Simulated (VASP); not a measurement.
Level of theory: RPBE GGA, VASP's PBE PAW potentials (set 64) (plane waves; VASP 6.6.1).

A VASP calculation is set up with these files.

File KPOINTS:
```
Automatic mesh
0
gamma
9 9 9
```

**INCAR**
```
SYSTEM=CaO
PREC=Accurate; ENCUT=520; LREAL=.False.
LASPH=.True.
EDIFF=1E-7; NELM=100; ALGO=Normal
ISMEAR=0; SIGMA=0.05
GGA=RP
ISIF=2
LWAVE=.False.; LCHARG=.False.
```

### POSCAR
```
CaO
1
    0.0000000000     2.4482623830     2.4482623830
    2.4482623830     0.0000000000     2.4482623830
    2.4482623830     2.4482623830     0.0000000000
Ca O
1 1
Direct
  0.0000000000   0.0000000000   0.0000000000
  0.5000000000   0.5000000000   0.5000000000
```

POTCAR, in this order: Ca_sv O (PBE.64 set). Program: vasp_std.

Output of the run:

OUTCAR:
```
 ion  position               nearest neighbor table
   1  0.000  0.000  0.000-   2 2.45   2 2.45   2 2.45   2 2.45   2 2.45   2 2.45
   2  0.500  0.500  0.500-   1 2.45   1 2.45   1 2.45   1 2.45   1 2.45   1 2.45
  LATTYP: Found a face centered cubic cell.
 ALAT       =     4.8965247660
 Subroutine PRICEL returns:
 Original cell was already a primitive cell.
 Subroutine GETGRP returns: Found 48 space group operations
The static configuration has the point symmetry O_h .
The dynamic configuration has the point symmetry O_h .
 Subroutine INISYM returns: Found 48 space group operations
 Subroutine IBZKPT returns following result:
 Found     35 irreducible k-points:

 Following reciprocal coordinates:
            Coordinates               Weight
  0.000000  0.000000  0.000000      1.000000
  0.111111  0.000000  0.000000      8.000000
  0.222222  0.000000  0.000000      8.000000
  0.333333  0.000000  0.000000      8.000000
  0.444444  0.000000  0.000000      8.000000
  0.111111  0.111111  0.000000      6.000000
  0.222222  0.111111  0.000000     24.000000
  0.333333  0.111111  0.000000     24.000000
  0.444444  0.111111  0.000000     24.000000
 -0.444444  0.111111  0.000000     24.000000
 -0.333333  0.111111  0.000000     24.000000
 -0.222222  0.111111  0.000000     24.000000
 -0.111111  0.111111  0.000000     12.000000
  0.222222  0.222222  0.000000      6.000000
  0.333333  0.222222  0.000000     24.000000
  0.444444  0.222222  0.000000     24.000000
 -0.444444  0.222222  0.000000     24.000000
 -0.333333  0.222222  0.000000     24.000000
 -0.222222  0.222222  0.000000     12.000000
  0.333333  0.333333  0.000000      6.000000
  0.444444  0.333333  0.000000     24.000000
 -0.444444  0.333333  0.000000     24.000000
 -0.333333  0.333333  0.000000     12.000000
  0.444444  0.444444  0.000000      6.000000
...
```

OSZICAR:
```
       N       E                     dE             d eps       ncg     rms          rms(c)
DAV:   1     0.131573080204E+03    0.13157E+03   -0.86791E+03   840   0.136E+03
DAV:   2    -0.695277897639E+01   -0.13853E+03   -0.13030E+03  1000   0.335E+02
DAV:   3    -0.135294529714E+02   -0.65767E+01   -0.65240E+01  1064   0.752E+01
DAV:   4    -0.137849331772E+02   -0.25548E+00   -0.25525E+00  1244   0.129E+01
DAV:   5    -0.137871362166E+02   -0.22030E-02   -0.22029E-02  1024   0.136E+00    0.863E+00
DAV:   6    -0.121015805223E+02    0.16856E+01   -0.89125E+00   964   0.274E+01    0.373E+00
DAV:   7    -0.120781651031E+02    0.23415E-01   -0.75311E-01  1160   0.829E+00    0.180E+00
DAV:   8    -0.120982716303E+02   -0.20107E-01   -0.97498E-02   912   0.353E+00    0.493E-01
DAV:   9    -0.120966909524E+02    0.15807E-02   -0.34179E-02  1048   0.149E+00    0.150E-01
DAV:  10    -0.120976154126E+02   -0.92446E-03   -0.31800E-03   940   0.552E-01    0.269E-02
DAV:  11    -0.120977116385E+02   -0.96226E-04   -0.52589E-04  1124   0.187E-01    0.340E-02
DAV:  12    -0.120976960789E+02    0.15560E-04   -0.92325E-05   928   0.102E-01    0.580E-03
DAV:  13    -0.120976956565E+02    0.42240E-06   -0.51218E-06  1084   0.248E-02    0.134E-03
DAV:  14    -0.120976956894E+02   -0.32961E-07   -0.63024E-07   960   0.808E-03
   1 F= -.12097696E+02 E0= -.12097696E+02  d E =-.504606E-13
```

File OUTCAR:
```
------------------------ aborting loop because EDIFF is reached ----------------------------------------
  FORCE on cell =-STRESS in cart. coord.  units (eV):
  Direction    XX          YY          ZZ          XY          YZ          ZX
  --------------------------------------------------------------------------------------
  Total        0.0086162      0.0086162      0.0086162      0.0000000      0.0000000      0.0000000
  in kB        0.4703506      0.4703506      0.4703506      0.0000000      0.0000000      0.0000000
  external PRESSURE =       0.4703506 kB  Pullay stress =       0.0000000 kB
  volume of cell :       29.35
      direct lattice vectors                 reciprocal lattice vectors
     0.000000000  2.448262383  2.448262383    -0.204226476  0.204226476  0.204226476
     2.448262383  0.000000000  2.448262383     0.204226476 -0.204226476  0.204226476
     2.448262383  2.448262383  0.000000000     0.204226476  0.204226476 -0.204226476
  FREE ENERGIE OF THE ION-ELECTRON SYSTEM (eV)
  ---------------------------------------------------
  free  energy   TOTEN  =       -12.0976956894 eV

  energy  without entropy=      -12.0976956894  energy(sigma->0) =      -12.09769569
```
(Selected blocks of OUTCAR.)

The compound is CaO in the rock salt structure. It was relaxed first, which changed the volume by +5 %.
